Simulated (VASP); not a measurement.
All values below come from PBE GGA, VASP's PBE PAW potentials (set 64) (plane waves; VASP).

VASP input:

**INCAR**
```
ISMEAR=0   # Gaussian
LCHARG=.False.
ENCUT=530
PREC=Accurate
SIGMA=0.05   # width (eV)
ISIF=3   # ions, shape and volume
LASPH=.True.   # aspherical one-centre terms
POTIM=0.015   # step
ALGO=Normal   # blocked Davidson
IBRION=6   # finite differences
GGA=PE   # PBE
LWAVE=.False.
EDIFF=1E-7   # SCF stop (eV)
NELM=100   # most electronic steps
NSW=1   # most ionic steps
NFREE=2
LREAL=.False.   # projection in real space or not
SYSTEM=MgS
```

### POSCAR
```
MgS
3.6934070
  0.0000000000   0.7071068515   0.7071068515
  0.7071068515   0.0000000000   0.7071068515
  0.7071068515   0.7071068515   0.0000000000
Mg S
1 1
Cartesian
  0.0000000000   0.0000000000   0.0000000000
  0.7071068515   0.7071068515   0.7071068515
```

### KPOINTS
```
Automatic mesh
0
Gamma
8 8 8
0 0 0
```

POTCAR, in this order: Mg S (PBE.64 set). Program: vasp_std.

Output

OUTCAR:
```
 ion  position               nearest neighbor table
   1  0.000  0.000  0.000-   2 2.61   2 2.61   2 2.61   2 2.61   2 2.61   2 2.61
   2  0.500  0.500  0.500-   1 2.61   1 2.61   1 2.61   1 2.61   1 2.61   1 2.61
  LATTYP: Found a face centered cubic cell.
 ALAT       =     5.2232667904
 Subroutine PRICEL returns:
 Original cell was already a primitive cell.
 Subroutine GETGRP returns: Found 48 space group operations
The static configuration has the point symmetry O_h .
The dynamic configuration has the point symmetry O_h .
 Subroutine INISYM returns: Found 48 space group operations
 Subroutine IBZKPT returns following result:
 Found     29 irreducible k-points:

 Following reciprocal coordinates:
            Coordinates               Weight
  0.000000  0.000000  0.000000      1.000000
  0.125000  0.000000  0.000000      8.000000
  0.250000  0.000000  0.000000      8.000000
  0.375000  0.000000  0.000000      8.000000
  0.500000  0.000000  0.000000      4.000000
  0.125000  0.125000  0.000000      6.000000
  0.250000  0.125000  0.000000     24.000000
  0.375000  0.125000  0.000000     24.000000
  0.500000  0.125000  0.000000     24.000000
...
```

### OSZICAR
```
...
DAV:   8    -0.850173109958E+01    0.47011E-07   -0.43754E-08  1304   0.166E-03
   8 F= -.85017311E+01 E0= -.85017311E+01  d E =-.528185E-12
       N       E                     dE             d eps       ncg     rms          rms(c)
DAV:   1    -0.850960692572E+01   -0.78758E-02   -0.29761E-01  2512   0.347E+00    0.393E-01
DAV:   2    -0.850444441061E+01    0.51625E-02   -0.85713E-03  3272   0.735E-01    0.227E-01
DAV:   3    -0.850171833394E+01    0.27261E-02   -0.82199E-03  3440   0.606E-01    0.452E-02
DAV:   4    -0.850173645872E+01   -0.18125E-04   -0.30986E-04  2592   0.149E-01    0.365E-02
DAV:   5    -0.850173380745E+01    0.26513E-05   -0.34573E-06  3688   0.164E-02    0.209E-02
DAV:   6    -0.850173117921E+01    0.26282E-05   -0.15408E-05  3120   0.280E-02    0.170E-02
DAV:   7    -0.850173114564E+01    0.33571E-07   -0.11038E-06  2648   0.880E-03    0.186E-03
DAV:   8    -0.850173117141E+01   -0.25769E-07   -0.12888E-07  1528   0.264E-03
   9 F= -.85017312E+01 E0= -.85017312E+01  d E =-.535316E-12
       N       E                     dE             d eps       ncg     rms          rms(c)
DAV:   1    -0.850325395826E+01   -0.15228E-02   -0.26490E-01  2824   0.327E+00    0.251E-01
DAV:   2    -0.850183926981E+01    0.14147E-02   -0.56784E-03  3264   0.611E-01    0.154E-01
DAV:   3    -0.850144121175E+01    0.39806E-03   -0.41433E-03  3392   0.435E-01    0.307E-02
DAV:   4    -0.850150411651E+01   -0.62905E-04   -0.17172E-04  2816   0.114E-01    0.224E-02
DAV:   5    -0.850167558801E+01   -0.17147E-03   -0.27981E-05  3584   0.368E-02    0.524E-03
DAV:   6    -0.850172291715E+01   -0.47329E-04   -0.43002E-06  3152   0.155E-02    0.374E-03
DAV:   7    -0.850172504529E+01   -0.21281E-05   -0.19707E-07  2392   0.373E-03    0.168E-03
DAV:   8    -0.850173037218E+01   -0.53269E-05   -0.16039E-08  1392   0.109E-03    0.258E-04
DAV:   9    -0.850173113132E+01   -0.75914E-06   -0.53160E-09  1440   0.586E-04    0.287E-04
DAV:  10    -0.850173115823E+01   -0.26911E-07   -0.81997E-10  1360   0.266E-04
  10 F= -.85017312E+01 E0= -.85017312E+01  d E =-.529377E-12
       N       E                     dE             d eps       ncg     rms          rms(c)
DAV:   1    -0.850967857768E+01   -0.79474E-02   -0.30176E-01  2880   0.354E+00    0.396E-01
DAV:   2    -0.850444223126E+01    0.52363E-02   -0.79121E-03  3288   0.712E-01    0.228E-01
DAV:   3    -0.850171352078E+01    0.27287E-02   -0.80563E-03  3312   0.601E-01    0.438E-02
DAV:   4    -0.850173317210E+01   -0.19651E-04   -0.31678E-04  2672   0.150E-01    0.321E-02
DAV:   5    -0.850173119484E+01    0.19773E-05   -0.49015E-06  3656   0.189E-02    0.122E-02
DAV:   6    -0.850173112280E+01    0.72046E-07   -0.27460E-06  3056   0.129E-02    0.619E-03
DAV:   7    -0.850173116855E+01   -0.45749E-07   -0.23397E-07  2384   0.399E-03
  11 F= -.85017312E+01 E0= -.85017312E+01  d E =-.526336E-12
       N       E                     dE             d eps       ncg     rms          rms(c)
DAV:   1    -0.850604705291E+01   -0.43159E-02   -0.23766E-01  2912   0.309E+00    0.252E-01
DAV:   2    -0.850367799114E+01    0.23691E-02   -0.47605E-03  3072   0.569E-01    0.154E-01
DAV:   3    -0.850180144628E+01    0.18765E-02   -0.40804E-03  3224   0.440E-01    0.301E-02
DAV:   4    -0.850178985812E+01    0.11588E-04   -0.18741E-04  2840   0.119E-01    0.211E-02
DAV:   5    -0.850173795603E+01    0.51902E-04   -0.32881E-05  3696   0.392E-02    0.253E-03
DAV:   6    -0.850173222789E+01    0.57281E-05   -0.21740E-06  3120   0.117E-02    0.263E-03
DAV:   7    -0.850173119976E+01    0.10281E-05   -0.91155E-08  1784   0.251E-03    0.530E-04
DAV:   8    -0.850173114109E+01    0.58673E-07   -0.68156E-09  1376   0.714E-04
  12 F= -.85017311E+01 E0= -.85017311E+01  d E =-.529418E-12
       N       E                     dE             d eps       ncg     rms          rms(c)
DAV:   1    -0.850971258925E+01   -0.79814E-02   -0.30002E-01  3056   0.353E+00    0.393E-01
DAV:   2    -0.850444484126E+01    0.52677E-02   -0.75549E-03  3392   0.695E-01    0.227E-01
DAV:   3    -0.850171658103E+01    0.27283E-02   -0.81626E-03  3352   0.605E-01    0.448E-02
DAV:   4    -0.850173544802E+01   -0.18867E-04   -0.31785E-04  2768   0.150E-01    0.353E-02
DAV:   5    -0.850173314326E+01    0.23048E-05   -0.33712E-06  3768   0.163E-02    0.189E-02
DAV:   6    -0.850173102834E+01    0.21149E-05   -0.10285E-05  3144   0.231E-02    0.137E-02
DAV:   7    -0.850173116109E+01   -0.13275E-06   -0.62840E-07  2856   0.698E-03    0.165E-03
DAV:   8    -0.850173118897E+01   -0.27883E-07   -0.12224E-07  1400   0.256E-03
  13 F= -.85017312E+01 E0= -.85017312E+01  d E =-.537825E-12
       N       E                     dE             d eps       ncg     rms          rms(c)
DAV:   1    -0.850457784809E+01   -0.28467E-02   -0.12420E-01  1232   0.246E+00    0.176E-01
DAV:   2    -0.850360656581E+01    0.97128E-03   -0.21663E-03  1328   0.391E-01    0.104E-01
DAV:   3    -0.850276345723E+01    0.84311E-03   -0.17925E-03  1384   0.288E-01    0.155E-02
DAV:   4    -0.850277371335E+01   -0.10256E-04   -0.13309E-04  1336   0.919E-02    0.112E-02
DAV:   5    -0.850278654364E+01   -0.12830E-04   -0.48435E-06  1344   0.162E-02    0.354E-03
DAV:   6    -0.850279354550E+01   -0.70019E-05   -0.40372E-07  1112   0.531E-03    0.212E-03
DAV:   7    -0.850279606334E+01   -0.25178E-05   -0.20916E-08   632   0.128E-03    0.787E-04
DAV:   8    -0.850279619638E+01   -0.13304E-06   -0.77842E-09   584   0.649E-04    0.118E-04
DAV:   9    -0.850279622132E+01   -0.24939E-07   -0.11263E-09   600   0.318E-04
  14 F= -.85027962E+01 E0= -.85027962E+01  d E =-.275256E-17
       N       E                     dE             d eps       ncg     rms          rms(c)
DAV:   1    -0.850279523287E+01    0.96351E-06   -0.28031E-02   944   0.134E+00    0.127E-01
DAV:   2    -0.850279509040E+01    0.14247E-06   -0.56925E-04  1584   0.204E-01    0.324E-02
DAV:   3    -0.850278943655E+01    0.56538E-05   -0.77100E-05  1184   0.575E-02    0.148E-02
DAV:   4    -0.850279454239E+01   -0.51058E-05   -0.15137E-05  1344   0.299E-02    0.730E-03
DAV:   5    -0.850279616303E+01   -0.16206E-05   -0.19154E-06  1160   0.108E-02    0.247E-03
DAV:   6    -0.850279623234E+01   -0.69310E-07   -0.25365E-07  1112   0.398E-03
  15 F= -.85027962E+01 E0= -.85027962E+01  d E =-.275238E-17
       N       E                     dE             d eps       ncg     rms          rms(c)
DAV:   1    -0.850193575255E+01    0.86041E-03   -0.26730E-01   944   0.325E+00    0.165E-01
DAV:   2    -0.850283055463E+01   -0.89480E-03   -0.91461E-03  1168   0.880E-01    0.652E-02
DAV:   3    -0.850280204130E+01    0.28513E-04   -0.77618E-05  1416   0.715E-02    0.435E-02
DAV:   4    -0.850279583989E+01    0.62014E-05   -0.11421E-04  1328   0.696E-02    0.155E-02
DAV:   5    -0.850279801389E+01   -0.21740E-05   -0.33172E-05  1120   0.413E-02    0.127E-02
DAV:   6    -0.850279607024E+01    0.19436E-05   -0.88324E-06  1096   0.211E-02    0.493E-03
DAV:   7    -0.850279612678E+01   -0.56543E-07   -0.56415E-07  1144   0.666E-03
  16 F= -.85027961E+01 E0= -.85027961E+01  d E =-.275194E-17
       N       E                     dE             d eps       ncg     rms          rms(c)
DAV:   1    -0.850052486159E+01    0.22712E-02   -0.89759E-01   944   0.576E+00    0.317E-01
DAV:   2    -0.850304576965E+01   -0.25209E-02   -0.28255E-02  1120   0.152E+00    0.108E-01
DAV:   3    -0.850283940820E+01    0.20636E-03   -0.47775E-04  1344   0.163E-01    0.554E-02
DAV:   4    -0.850279686679E+01    0.42541E-04   -0.40453E-04  1320   0.129E-01    0.250E-02
DAV:   5    -0.850279611335E+01    0.75344E-06   -0.53316E-05  1056   0.573E-02    0.145E-02
DAV:   6    -0.850279609099E+01    0.22366E-07   -0.37882E-06  1136   0.187E-02    0.827E-03
DAV:   7    -0.850279613693E+01   -0.45942E-07   -0.28516E-07  1008   0.417E-03
  17 F= -.85027961E+01 E0= -.85027961E+01  d E =-.275526E-17
```

**OUTCAR**
```
------------------------ aborting loop because EDIFF is reached ----------------------------------------
  FORCE on cell =-STRESS in cart. coord.  units (eV):
  Direction    XX          YY          ZZ          XY          YZ          ZX
  --------------------------------------------------------------------------------------
  Total        0.0026678     -0.0033205     -0.0033205     -0.0000000      0.0000000      0.0000000
  in kB        0.1199751     -0.1493287     -0.1493287     -0.0000000      0.0000000      0.0000000
  external PRESSURE =      -0.0595608 kB  Pullay stress =       0.0000000 kB
  volume of cell :       35.63
      direct lattice vectors                 reciprocal lattice vectors
     0.000000000  2.611633395  2.611633395    -0.191451067  0.191451067  0.191451067
     2.611633395  0.000000000  2.611633395     0.191451067 -0.191451067  0.191451067
     2.611633395  2.611633395  0.000000000     0.191451067  0.191451067 -0.191451067
 POSITION                                       TOTAL-FORCE (eV/Angst)
 -----------------------------------------------------------------------------------
      0.00000      0.00000      0.00000        -0.039367      0.000000      0.000000
      2.59663      2.61163      2.61163         0.039367      0.000000      0.000000
 -----------------------------------------------------------------------------------
    total drift:                                0.000282     -0.000000     -0.000000
  FREE ENERGIE OF THE ION-ELECTRON SYSTEM (eV)
  ---------------------------------------------------
  free  energy   TOTEN  =        -8.5027961369 eV

  energy  without entropy=       -8.5027961369  energy(sigma->0) =       -8.50279614

   1 f  =    6.792179 THz    42.676521 2PiTHz  226.562711 cm-1    28.090183 meV
             X         Y         Z           dx          dy          dz
      0.000000  0.000000  0.000000    -0.000000   -0.000000   -0.753598
      2.611633  2.611633  2.611633    -0.000000   -0.000000    0.657335

   2 f  =    6.792179 THz    42.676521 2PiTHz  226.562711 cm-1    28.090183 meV
             X         Y         Z           dx          dy          dz
      0.000000  0.000000  0.000000     0.000000   -0.753598    0.000000
      2.611633  2.611633  2.611633    -0.000000    0.657335    0.000000

   3 f  =    6.792179 THz    42.676521 2PiTHz  226.562711 cm-1    28.090183 meV
             X         Y         Z           dx          dy          dz
      0.000000  0.000000  0.000000     0.753598    0.000000    0.000000
      2.611633  2.611633  2.611633    -0.657335    0.000000    0.000000

   4 f/i=    0.006363 THz     0.039981 2PiTHz    0.212251 cm-1     0.026316 meV
             X         Y         Z           dx          dy          dz
      0.000000  0.000000  0.000000    -0.526144    0.092503   -0.383021
      2.611633  2.611633  2.611633    -0.603195    0.106049   -0.439112

   5 f/i=    0.006363 THz     0.039981 2PiTHz    0.212251 cm-1     0.026316 meV
             X         Y         Z           dx          dy          dz
      0.000000  0.000000  0.000000    -0.317867    0.277961    0.503774
      2.611633  2.611633  2.611633    -0.364417    0.318667    0.577549

   6 f/i=    0.006363 THz     0.039981 2PiTHz    0.212251 cm-1     0.026316 meV
             X         Y         Z           dx          dy          dz
      0.000000  0.000000  0.000000    -0.232857   -0.588448    0.177754
      2.611633  2.611633  2.611633    -0.266958   -0.674623    0.203785

 ELASTIC MODULI CONTR FROM IONIC RELAXATION (kBar)
 Direction    XX          YY          ZZ          XY          YZ          ZX
 --------------------------------------------------------------------------------
 XX           0.0000      0.0000      0.0000      0.0000      0.0000      0.0000
 YY           0.0000      0.0000      0.0000      0.0000      0.0000      0.0000
 ZZ           0.0000      0.0000      0.0000      0.0000      0.0000      0.0000
 XY           0.0000      0.0000      0.0000      0.0000      0.0000      0.0000
 YZ           0.0000      0.0000      0.0000      0.0000      0.0000      0.0000
 ZX           0.0000      0.0000      0.0000      0.0000      0.0000      0.0000
 --------------------------------------------------------------------------------

 TOTAL ELASTIC MODULI (kBar)
 Direction    XX          YY          ZZ          XY          YZ          ZX
 --------------------------------------------------------------------------------
 XX        1410.1473    419.5466    419.5466      0.0000     -0.0000     -0.0000
 YY         419.5466   1410.1473    419.5466     -0.0000     -0.0000      0.0000
 ZZ         419.5466    419.5466   1410.1473      0.0000      0.0000     -0.0000
 XY           0.0000     -0.0000      0.0000    543.9415      0.0000      0.0000
 YZ          -0.0000     -0.0000      0.0000      0.0000    543.9415      0.0000
 ZX          -0.0000      0.0000     -0.0000      0.0000      0.0000    543.9415
 --------------------------------------------------------------------------------
```
(Selected blocks of OUTCAR.)

The compound is MgS in the rock salt structure. It was relaxed first.
